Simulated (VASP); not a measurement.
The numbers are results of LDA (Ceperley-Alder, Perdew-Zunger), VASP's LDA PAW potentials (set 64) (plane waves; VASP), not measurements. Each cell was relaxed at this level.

Task: Which of these has an unstable (imaginary) mode at Γ?
A. BaTiO3, Pm-3m (221)
B. CdSe, F-43m (216)
C. MgZr, P4/mmm (123)
D. NaH, Fm-3m (225)

Result: A, BaTiO3, Pm-3m (221). Its optical Γ-point modes are 155i (×3), 186 (×3), 291 (×3), 477 (×3) cm⁻¹.
